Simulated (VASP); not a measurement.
Output of a VASP run:

**OSZICAR**
```
       N       E                     dE             d eps       ncg     rms          rms(c)
DAV:   1     0.409455266827E+02    0.40946E+02   -0.44852E+03  2688   0.101E+03
DAV:   2    -0.102487657656E+02   -0.51194E+02   -0.49106E+02  2672   0.207E+02
DAV:   3    -0.108314820882E+02   -0.58272E+00   -0.58129E+00  3952   0.296E+01
DAV:   4    -0.108347046525E+02   -0.32226E-02   -0.32225E-02  3360   0.156E+00
DAV:   5    -0.108347189395E+02   -0.14287E-04   -0.14287E-04  3896   0.660E-02    0.195E+01
DAV:   6    -0.103656257642E+02    0.46909E+00   -0.84527E-01  3144   0.132E+01    0.828E+00
DAV:   7    -0.102591379702E+02    0.10649E+00   -0.30646E-01  3496   0.732E+00    0.154E+00
DAV:   8    -0.102522676248E+02    0.68703E-02   -0.23680E-03  2880   0.810E-01    0.490E-01
DAV:   9    -0.102511640733E+02    0.11036E-02   -0.10083E-03  3584   0.564E-01    0.429E-02
DAV:  10    -0.102511606256E+02    0.34476E-05   -0.75330E-06  3664   0.328E-02    0.587E-03
DAV:  11    -0.102511607301E+02   -0.10444E-06   -0.20715E-07  2224   0.534E-03
   1 F= -.78035959E+01 E0= -.78035432E+01  d E =-.780360E+01
```

**OUTCAR**
```
------------------------ aborting loop because EDIFF is reached ----------------------------------------
  FORCE on cell =-STRESS in cart. coord.  units (eV):
  Direction    XX          YY          ZZ          XY          YZ          ZX
  --------------------------------------------------------------------------------------
  Total        2.4400695      2.4400695      2.4400695      0.0000000     -0.0000000     -0.0000000
  in kB      299.0812937    299.0812937    299.0812937      0.0000000     -0.0000000     -0.0000000
  external PRESSURE =      -0.9187063 kB  Pullay stress =     300.0000000 kB
  volume of cell :       13.07
      direct lattice vectors                 reciprocal lattice vectors
     0.000000000  1.869668068  1.869668068    -0.267427148  0.267427148  0.267427148
     1.869668068  0.000000000  1.869668068     0.267427148 -0.267427148  0.267427148
     1.869668068  1.869668068  0.000000000     0.267427148  0.267427148 -0.267427148
 POSITION                                       TOTAL-FORCE (eV/Angst)
 -----------------------------------------------------------------------------------
      0.00000      0.00000      0.00000         0.000000      0.000000      0.000000
 -----------------------------------------------------------------------------------
    total drift:                               -0.000000     -0.000000     -0.000000
  FREE ENERGIE OF THE ION-ELECTRON SYSTEM (eV)
  ---------------------------------------------------
  free  energy   TOTEN  =       -10.2511607301 eV

  energy  without entropy=      -10.2510026286  energy(sigma->0) =      -10.25110803
  enthalpy is  TOTEN    =        -7.8035959194 eV   P V=        2.4475648106

 reached required accuracy - stopping structural energy minimisation
```
(Selected blocks of OUTCAR.)

File POSCAR:
```
Ir
1
    0.0000000000     1.8696680683     1.8696680683
    1.8696680683    -0.0000000000     1.8696680683
    1.8696680683     1.8696680683    -0.0000000000
Ir
1
Direct
  0.0000000000   1.0000000000   0.0000000000
```

Task: Reconstruct the remaining input files.

Result: Several could match; the one computed here: the input of the run itself, LDA (Ceperley-Alder, Perdew-Zunger), plane waves, VASP's LDA PAW potentials (set 64).

INCAR:
```
! general
SYSTEM  = Ir
PREC    = Accurate
ENCUT   = 500
LREAL   = .FALSE.
LASPH   = .TRUE.

! electronic loop
EDIFF   = 1E-6
NELM    = 100
ALGO    = Normal
LMAXMIX = 6

! smearing
ISMEAR  = 1
SIGMA   = 0.1

! ions
IBRION  = 2
NSW     = 40
ISIF    = 3
EDIFFG  = -0.02
PSTRESS = 300

! output
LWAVE   = .FALSE.
LCHARG  = .FALSE.
```

File KPOINTS:
```
Automatic mesh
0
Gamma
17 17 17
0 0 0
```

POTCAR, in this order: Ir (LDA.64 set). Program: vasp_std.

The compound is Ir in the fcc structure. It was relaxed first under an external pressure of 30 GPa.
